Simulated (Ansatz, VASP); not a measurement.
# Cross-check of Zn (Zinc) between VASP and Ansatz, part 2 of 2

Aim: how closely do two programs agree when they are given the same cell, functional and k mesh? The cell is taken from a series of runs on this material, whose earlier steps may have relaxed, scaled, displaced or heated it; both programs get it as it stands.

VASP 6.6.1 and Ansatz 0.2.0.

So far: The starting structure; Ansatz: zone-centre phonons, PBE.

## (3) VASP: zone-centre phonons, PBE

Level of this step: PBE; plane waves and PAW (Zn) (VASP).

The same cell, functional, mesh and smearing now go to VASP, with its own data sets.

Lines of VASP's logs that name or quote its potential files are left out, and so is its time.

The input, INCAR:

```
SYSTEM = Zn
PREC = Accurate
ENCUT = 500
EDIFF = 1E-08
NELM = 120
ISMEAR = 1
SIGMA = 0.2
LREAL = .FALSE.
ALGO = Normal
GGA = PE
NBANDS = 18
LORBIT = 11
LWAVE = .FALSE.
LCHARG = .FALSE.
ISIF = 2
IBRION = 8
LASPH = .TRUE.
GGA_COMPAT = .FALSE.
```

The input, POSCAR:

```
Zn
1.0
    2.6202770923      0.0000000000      0.0000000000
   -1.3101385462      2.2692265269      0.0000000000
    0.0000000000      0.0000000000      5.2058809820
Zn
2
Direct
    0.3333333334      0.6666666668      0.2500000000
    0.6666666668      0.3333333334      0.7500000000
```

The input, KPOINTS:

```
Automatic mesh
0
Gamma
9 9 4
0 0 0
```

The projector-augmented-wave data sets are Zn (PBE family, release 64).

Run with:

```
$ mpirun -np 1 vasp_std
```

Numbers of over 12 decimals in the logs are rounded to 6 here.

What it wrote:

```text
[banner, memory and clock lines left out]
running    1 mpi-ranks, on    1 nodes
 distrk:  each k-point on    1 cores,    1 groups
 distr:  one band on    1 cores,    1 groups

 POSCAR found type information on POSCAR Zn
 POSCAR found :  1 types and       2 ions
 LDA part: xc-table for (Slater+PW92), standard interpolation
 POSCAR, INCAR and KPOINTS ok, starting setup
 FFT: planning ... GRIDC
 FFT: planning ... GRID_SOFT
 FFT: planning ... GRID
 WAVECAR not read
 entering main loop
       N       E                     dE             d eps       ncg     rms          rms(c)
DAV:   1     0.108805101959E+03    0.10881E+03   -0.12164E+04  1296   0.205E+03
DAV:   2     0.180678923682E+01   -0.10700E+03   -0.10441E+03  1320   0.300E+02
DAV:   3    -0.239321057260E+01   -0.42000E+01   -0.41855E+01  1484   0.678E+01
DAV:   4    -0.241512792443E+01   -0.21917E-01   -0.21912E-01  1450   0.500E+00
DAV:   5    -0.241515827870E+01   -0.30354E-04   -0.30354E-04  1422   0.165E-01    0.393E+00
DAV:   6    -0.221950845297E+01    0.19565E+00   -0.85282E-01  1402   0.195E+01    0.291E+00
DAV:   7    -0.221072932483E+01    0.87791E-02   -0.28011E-02  1646   0.286E+00    0.150E+00
DAV:   8    -0.220639250009E+01    0.43368E-02   -0.21177E-03  1652   0.696E-01    0.498E-02
DAV:   9    -0.220641084733E+01   -0.18347E-04   -0.29770E-04  1704   0.226E-01    0.344E-02
DAV:  10    -0.220641438322E+01   -0.35359E-05   -0.26517E-05  1372   0.650E-02    0.286E-03
DAV:  11    -0.220641424290E+01    0.14031E-06   -0.13586E-07  1482   0.335E-03    0.198E-03
DAV:  12    -0.220641389585E+01    0.34706E-06   -0.42518E-08  1652   0.394E-03    0.161E-04
DAV:  13    -0.220641389454E+01    0.13079E-08   -0.24890E-09   784   0.500E-04
   1 F= -.22064139E+01 E0= -.22058643E+01  d E =-.164878E-02
 Linear response reoptimize wavefunctions to high precision
DAV:   1    -0.220641389805E+01   -0.35147E-08   -0.36346E-10   784   0.227E-04
DAV:   2    -0.220641389804E+01    0.10004E-10   -0.20885E-11   732   0.439E-05
 Linear response DOF=           2
 Linear response progress:
  Degree of freedom:   1/  2
       N       E                     dE             d eps       ncg     rms          rms(c)
RMM:   1    -0.200183457515E+00   -0.20018E+00   -0.12010E-02  6046   0.171E+00
RMM:   2    -0.200165390248E+00    0.18067E-04   -0.59370E-04  6850   0.224E-01    0.507E-02
RMM:   3    -0.199693111440E+00    0.47228E-03   -0.30248E-05  7832   0.422E-02    0.291E-02
RMM:   4    -0.199156651656E+00    0.53646E-03   -0.30973E-05  7617   0.434E-02    0.238E-03
RMM:   5    -0.199156437930E+00    0.21373E-06   -0.34765E-07  8043   0.384E-03    0.969E-04
RMM:   6    -0.199146657945E+00    0.97800E-05   -0.33338E-08  7978   0.136E-03    0.932E-05
RMM:   7    -0.199146907976E+00   -0.25003E-06   -0.27777E-09  8048   0.274E-04    0.360E-05
RMM:   8    -0.199146235145E+00    0.67283E-06   -0.10652E-09  8099   0.122E-04    0.477E-06
RMM:   9    -0.199146180060E+00    0.55085E-07   -0.14790E-10  7934   0.650E-05    0.131E-06
RMM:  10    -0.199146199738E+00   -0.19679E-07   -0.23844E-09  6380   0.505E-05    0.268E-07
RMM:  11    -0.199146204966E+00   -0.52271E-08   -0.14892E-09  4837   0.487E-05    0.155E-07
 first order change of Fermi-energy  -0.14718E-04
 force on displaced ion       1 direction 1 :  -0.436   0.000   0.000
 Linear response progress:
  Degree of freedom:   2/  2
       N       E                     dE             d eps       ncg     rms          rms(c)
RMM:   1    -0.224375920949E+00   -0.22438E+00   -0.88823E-03  2169   0.196E+00
RMM:   2    -0.222315551300E+00    0.20604E-02   -0.18414E-04  2233   0.395E-01    0.401E-02
RMM:   3    -0.222298269555E+00    0.17282E-04    0.65215E-05  2714   0.602E-02    0.242E-02
RMM:   4    -0.222151609023E+00    0.14666E-03   -0.51201E-05  2707   0.311E-02    0.225E-03
RMM:   5    -0.222153731905E+00   -0.21229E-05   -0.14360E-05  2690   0.320E-03    0.136E-03
RMM:   6    -0.222152158151E+00    0.15738E-05    0.46132E-06  2646   0.212E-03    0.201E-04
RMM:   7    -0.222150801332E+00    0.13568E-05   -0.30538E-06  2746   0.459E-04    0.596E-05
RMM:   8    -0.222149932198E+00    0.86913E-06   -0.32690E-07  2662   0.179E-04    0.270E-05
RMM:   9    -0.222149621139E+00    0.31106E-06   -0.76739E-08  2799   0.100E-04    0.441E-06
RMM:  10    -0.222149620932E+00    0.20782E-09   -0.61330E-08  2642   0.600E-05    0.131E-06
 first order change of Fermi-energy   0.22596E-04
 force on displaced ion       1 direction 3 :  -0.000  -0.000  -1.820
 Linear response finished
```

OUTCAR, selected parts (step 3):

```text
ion  position               nearest neighbor table
   1  0.333  0.667  0.250-   2 3.01   2 3.01   2 3.01   2 3.01   2 3.01   2 3.01
   2  0.667  0.333  0.750-   1 3.01   1 3.01   1 3.01   1 3.01   1 3.01   1 3.01

  LATTYP: Found a hexagonal cell.
 ALAT       =     2.6202770923
 C/A-ratio  =     1.9867673527

 Subroutine GETGRP returns: Found 24 space group operations
 (whereof 12 operations were pure point group operations)

The static configuration has the point symmetry D_3d.
 The point group associated with its full space group is D_6h.

 Found     36 irreducible k-points:

   k-points           NKPTS =     36   k-points in BZ     NKDIM =     36   number of bands    NBANDS=     18

   dimension x,y,z NGX =    20 NGY =   20 NGZ =   40
   dimension x,y,z NGXF=    40 NGYF=   40 NGZF=   80

   ENCUT  =  500.0 eV  36.75 Ry    6.06 a.u.   4.78  4.78  9.49*2*pi/ulx,y,z

   NELECT =      24.0000    total number of electrons

 k-points in reciprocal lattice and weights: Automatic mesh
   0.00000000  0.00000000  0.00000000       0.003
   0.11111111  0.00000000  0.00000000       0.019
   0.22222222  0.00000000  0.00000000       0.019
   0.33333333  0.00000000  0.00000000       0.019
   0.44444444  0.00000000  0.00000000       0.019
   0.11111111  0.11111111  0.00000000       0.019
   0.22222222  0.11111111  0.00000000       0.037
   0.33333333  0.11111111  0.00000000       0.037
   0.44444444  0.11111111  0.00000000       0.019
[...]
0.33333333  0.22222222  0.50000000       0.037
   0.33333333  0.33333333  0.50000000       0.006

 average (electrostatic) potential at core
       1 -37.0373       2 -37.0373

  Total       -0.2223595     -0.2223595      0.6953073      0.0000000      0.0000000      0.0000000
  in kB      -11.5092462    -11.5092462     35.9888576      0.0000000      0.0000000      0.0000000
  external PRESSURE =       4.3234551 kB  Pullay stress =       0.0000000 kB

  energy-cutoff  :      500.00
  volume of cell :       30.95
      direct lattice vectors                 reciprocal lattice vectors
     2.620277092  0.000000000  0.000000000     0.381639027  0.220339395  0.000000000
    -1.310138546  2.269226527  0.000000000     0.000000000  0.440678790  0.000000000
     0.000000000  0.000000000  5.205880982     0.000000000  0.000000000  0.192090446

 POSITION                                       TOTAL-FORCE (eV/Angst)
 -----------------------------------------------------------------------------------
     -0.00000      1.51282      1.30147        -0.000000     -0.000000      0.000000
      1.31014      0.75641      3.90441         0.000000      0.000000      0.000000
 -----------------------------------------------------------------------------------
    total drift:                               -0.000000     -0.000000     -0.000000

 Eigenvectors and eigenvalues of the dynamical matrix
 ----------------------------------------------------

   1 f  =    3.688020 THz    23.172512 2PiTHz  123.019099 cm-1    15.252418 meV
             X         Y         Z           dx          dy          dz
     -0.000000  1.512818  1.301470     0.000000    0.000000   -0.707107
      1.310139  0.756409  3.904411     0.000000    0.000000    0.707107

   2 f  =    1.804907 THz    11.340566 2PiTHz   60.205223 cm-1     7.464493 meV
             X         Y         Z           dx          dy          dz
     -0.000000  1.512818  1.301470     0.428472   -0.562505    0.000000
      1.310139  0.756409  3.904411    -0.428472    0.562505    0.000000

   3 f  =    1.804907 THz    11.340566 2PiTHz   60.205223 cm-1     7.464493 meV
             X         Y         Z           dx          dy          dz
     -0.000000  1.512818  1.301470    -0.562505   -0.428472    0.000000
      1.310139  0.756409  3.904411     0.562505    0.428472    0.000000

   4 f  =    0.000000 THz     0.000000 2PiTHz    0.000001 cm-1     0.000000 meV
             X         Y         Z           dx          dy          dz
     -0.000000  1.512818  1.301470     0.384463    0.593455    0.000000
      1.310139  0.756409  3.904411     0.384463    0.593455    0.000000

   5 f  =    0.000000 THz     0.000000 2PiTHz    0.000000 cm-1     0.000000 meV
             X         Y         Z           dx          dy          dz
     -0.000000  1.512818  1.301470     0.593455   -0.384463    0.000000
      1.310139  0.756409  3.904411     0.593455   -0.384463    0.000000

   6 f  =    0.000000 THz     0.000000 2PiTHz    0.000000 cm-1     0.000000 meV
             X         Y         Z           dx          dy          dz
     -0.000000  1.512818  1.301470     0.000000   -0.000000    0.707107
      1.310139  0.756409  3.904411     0.000000    0.000000    0.707107

 ELASTIC MODULI CONTR FROM IONIC RELAXATION (kBar)
 Direction    XX          YY          ZZ          XY          YZ          ZX
 --------------------------------------------------------------------------------
 XX          -1.0823      1.0823      0.0000      0.0000      0.0000      0.0000
 YY           1.0823     -1.0823     -0.0000      0.0000     -0.0000     -0.0000
 ZZ           0.0000     -0.0000     -0.0000     -0.0000      0.0000      0.0000
 XY           0.0000      0.0000     -0.0000     -1.0823      0.0000      0.0000
 YZ           0.0000     -0.0000      0.0000      0.0000     -0.0000     -0.0000
 ZX           0.0000     -0.0000      0.0000      0.0000     -0.0000     -0.0000
 --------------------------------------------------------------------------------
```

## (4) Side by side

Known differences besides the potentials themselves: VASP's run holds the zone centre alone; the cutoff is 420 eV in Ansatz and 500 eV in VASP. Total energies have different zeros and are not compared.

Both answers:

```
                  quantity  Ansatz   VASP  difference
optical mode 1 to 2 (cm⁻¹)    57.8   60.2     -3.95 %
     optical mode 3 (cm⁻¹)   122.1  123.0     -0.76 %
```

Modes are paired by rising frequency, not by their patterns, so a pair may set unlike modes beside each other; they are those without the splitting of longitudinal modes.

## (5) Outcome

- r.m.s. difference of the optical zone-centre modes, each program's sorted by frequency (zone-centre phonons, PBE): 2.0 cm⁻¹
- difference in optical mode 1 to 2 (zone-centre phonons, PBE): -3.9 %

What this shows: The r.m.s. difference of the optical zone-centre modes, each program's sorted by frequency is 2.0 cm⁻¹ (zone-centre phonons, PBE). Among the rows given in per cent, the largest difference of the zone-centre phonons, PBE pair is in optical mode 1 to 2, -3.9 %. How closely two codes agree says nothing of how well the functional describes the real material.

[Lines on the potential files, build, host, timing and source positions are cut from VASP's logs without a mark.]

[Logs are printed without paths, hosts, clocks, repeated set-up lines and the standing remarks that a program may print on its own settings, such as how far it seeks lower states.]

[Hosts, paths, dates, database ids (printed as entryN), source tags and the programs' standing remarks are cut or masked in the printed files.]
